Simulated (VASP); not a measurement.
Level of theory: PBE GGA with D3 dispersion (Becke-Johnson damping), VASP's PBE PAW potentials (set 64) (plane waves; VASP 6.6.1).

The input files of a VASP run:

### INCAR
```
# general
SYSTEM  = SnSe2 monolayer
PREC    = Normal
ENCUT   = 400
LREAL   = .False.
LASPH   = .True.

# electronic loop
EDIFF   = 1E-6
NELM    = 100
NELMIN  = 4
ALGO    = Normal
LMAXMIX = 4

# smearing
ISMEAR  = 0
SIGMA   = 0.05

# functional
GGA     = PE
IVDW    = 12

# output
LWAVE   = .False.
LCHARG  = .False.
LORBIT  = 11
LVHAR   = .True.
```

File KPOINTS:
```
K-points
0
G
12 12 1
```

### POSCAR
```
SnSe2 monolayer
1
    3.8280416975     0.0000000000    -0.0000000000
   -1.9140208488     3.3151816040     0.0000000000
   -0.0000000000     0.0000000000    18.7743286884
Se Sn
2 1
Direct
  0.6666670000   0.3333330000   0.4148921549
  0.3333330000   0.6666670000   0.5851078451
  1.0000000000   0.0000000000   0.5000000000
```

POTCAR, in this order: Se Sn_d (PBE.64 set). Program: vasp_std. Read from the step before: WAVECAR.

The resulting files:

File OSZICAR:
```
       N       E                     dE             d eps       ncg     rms          rms(c)
DAV:   1    -0.118555925705E+02   -0.11856E+02   -0.17247E-03   747   0.733E-01    0.226E-03
DAV:   2    -0.118555921903E+02    0.38011E-06   -0.16661E-06   777   0.137E-02    0.123E-03
DAV:   3    -0.118555923109E+02   -0.12051E-06   -0.34684E-07   576   0.588E-03    0.824E-04
DAV:   4    -0.118555924148E+02   -0.10398E-06   -0.10599E-07   551   0.365E-03
   1 F= -.12613246E+02 E0= -.12613246E+02  d E =-.165053E-13
```

### OUTCAR
```
------------------------ aborting loop because EDIFF is reached ----------------------------------------
 Edisp (eV)   -0.75765
  FORCE on cell =-STRESS in cart. coord.  units (eV):
  Direction    XX          YY          ZZ          XY          YZ          ZX
  --------------------------------------------------------------------------------------
  Total      -0.03884    -0.03884     0.05540     0.00000     0.00000     0.00000
  in kB      -0.26116    -0.26116     0.37255     0.00000     0.00000     0.00000
  external pressure =       -0.05 kB  Pullay stress =        0.00 kB
  volume of cell :      238.26
      direct lattice vectors                 reciprocal lattice vectors
     3.828041697  0.000000000  0.000000000     0.261230174  0.150821300  0.000000000
    -1.914020849  3.315181604  0.000000000     0.000000000  0.301642600  0.000000000
     0.000000000  0.000000000 18.774328688     0.000000000  0.000000000  0.053264221
 POSITION                                       TOTAL-FORCE (eV/Angst)
 -----------------------------------------------------------------------------------
      1.91402      1.10506      7.78932        -0.000000     -0.000000     -0.029100
     -0.00000      2.21012     10.98501         0.000000      0.000000      0.029100
      0.00000      0.00000      9.38716         0.000000      0.000000     -0.000000
 -----------------------------------------------------------------------------------
    total drift:                               -0.000000     -0.000000      0.000000
  FREE ENERGIE OF THE ION-ELECTRON SYSTEM (eV)
  ---------------------------------------------------
  free  energy   TOTEN  =       -12.6132455499 eV

  energy  without entropy=      -12.6132455499  energy(sigma->0) =      -12.61324555

 total charge

# of ion       s       p       d       tot
------------------------------------------
    1        1.483   2.307   0.025   3.814
    2        1.483   2.307   0.025   3.814
    3        1.057   1.005  10.094  12.156
--------------------------------------------------
tot          4.023   5.619  10.143  19.785
```
(Selected blocks of OUTCAR.)

### OUTCAR
```
 val. band max:       -2.7266416242   @ k =   0.0833   0.0000   0.0000

 cond. band min:      -1.9422053287   @ k =   0.5000   0.0000   0.0000


 Fermi energy:        -2.4740632566

 k-point     1 :       0.0000    0.0000    0.0000
  band No.  band energies     occupation
      1     -23.8753      2.00000
      2     -23.8753      2.00000
      3     -23.8366      2.00000
      4     -23.8271      2.00000
      5     -23.8271      2.00000
      6     -16.2155      2.00000
      7     -14.9039      2.00000
      8      -8.3568      2.00000
      9      -3.8788      2.00000
     10      -3.1790      2.00000
     11      -3.1790      2.00000
     12      -2.7907      2.00000
     13      -2.7907      2.00000
     14      -1.1275      0.00000
     15       0.3932      0.00000
     16       1.9035      0.00000
     17       1.9035      0.00000

 k-point     2 :       0.0833    0.0000    0.0000
  band No.  band energies     occupation
      1     -23.8778      2.00000
      2     -23.8727      2.00000
      3     -23.8348      2.00000
      4     -23.8290      2.00000
      5     -23.8270      2.00000
      6     -16.1494      2.00000
      7     -14.8573      2.00000
      8      -8.3704      2.00000
      9      -3.8641      2.00000
     10      -3.7958      2.00000
     11      -3.4119      2.00000
     12      -3.1585      2.00000
     13      -2.7266      2.00000
     14      -0.7430      0.00000
     15       0.8358      0.00000
     16       1.7345      0.00000
     17       2.0654      0.00000

 k-point     3 :       0.1667    0.0000    0.0000
  band No.  band energies     occupation
      1     -23.8853      2.00000
      2     -23.8659      2.00000
      3     -23.8346      2.00000
      4     -23.8286      2.00000
      5     -23.8264      2.00000
      6     -15.9559      2.00000
      7     -14.7283      2.00000
      8      -8.4478      2.00000
      9      -4.8755      2.00000
     10      -3.9732      2.00000
     11      -3.8378      2.00000
...
```

Unless said otherwise, spin-orbit coupling is left out, though it shifts the bands of the heavy elements here.

The cell is a sheet with vacuum, built from SnSe2 (1T layered).
